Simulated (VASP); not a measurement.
An input for Quantum ESPRESSO's pw.x (written as the equivalent of a VASP run, and not itself run):

```
&CONTROL
  calculation = 'scf'
  pseudo_dir = './pseudo'
  outdir = './out'
  tprnfor = .true.
  tstress = .true.
/
&SYSTEM
  ibrav = 0
  nat = 4
  ntyp = 1
  ecutwfc = 44
  occupations = 'tetrahedra'
  input_dft = 'vdw-df-cx'
/
&ELECTRONS
  conv_thr = 7.3e-09
  electron_maxstep = 100
/
ATOMIC_SPECIES
  P 30.974 P.upf
CELL_PARAMETERS angstrom
     1.6653208   -5.1595738    0.0000000
     1.6653208    5.1595738    0.0000000
     0.0000000    0.0000000    4.2382440
ATOMIC_POSITIONS crystal
  P    0.1053079  0.8946921  0.9261825
  P    0.3946921  0.6053079  0.4261825
  P    0.6053079  0.3946921  0.5738175
  P    0.8946921  0.1053079  0.0738175
K_POINTS automatic
  11 11 8 0 0 0
```

Question: Translate this input to VASP (INCAR, KPOINTS, POSCAR, choice of POTCAR).

Answer: One answer among several that fit: 
**KPOINTS**
```
Automatic mesh
0
Gamma
11 11 8
0 0 0
```

File POSCAR:
```
P
1
    1.6653208119    -5.1595737970     0.0000000000
    1.6653208119     5.1595737970     0.0000000000
    0.0000000000     0.0000000000     4.2382439819
P
4
Direct
  0.1053079042   0.8946920958   0.9261825243
  0.3946920958   0.6053079042   0.4261825243
  0.6053079042   0.3946920958   0.5738174757
  0.8946920958   0.1053079042   0.0738174757
```

**INCAR**
```
SYSTEM = P
PREC = Accurate
ENCUT = 520
EDIFF = 1E-7
NELM = 100
ALGO = Normal
LREAL = .FALSE.
LASPH = .TRUE.
ISMEAR = -5
GGA = CX
LUSE_VDW = .TRUE.
AGGAC = 0.0
LWAVE = .FALSE.
LCHARG = .TRUE.
LORBIT = 11
NEDOS = 601
ISIF = 2
LEFG = .TRUE.
```

POTCAR, in this order: P (PBE.64 set). Program: vasp_std.

The two are equivalent in intent, not identical: the potentials are each code's own (VASP's PAW set, PseudoDojo norm-conserving files in pw.x), so ENCUT and ecutwfc are chosen apart and not converted; conv_thr bounds pw.x's estimated SCF error, while EDIFF bounds the energy change between steps; the field gradients of LEFG aren't asked of the other code.

The compound is P in the black structure. It was relaxed first.
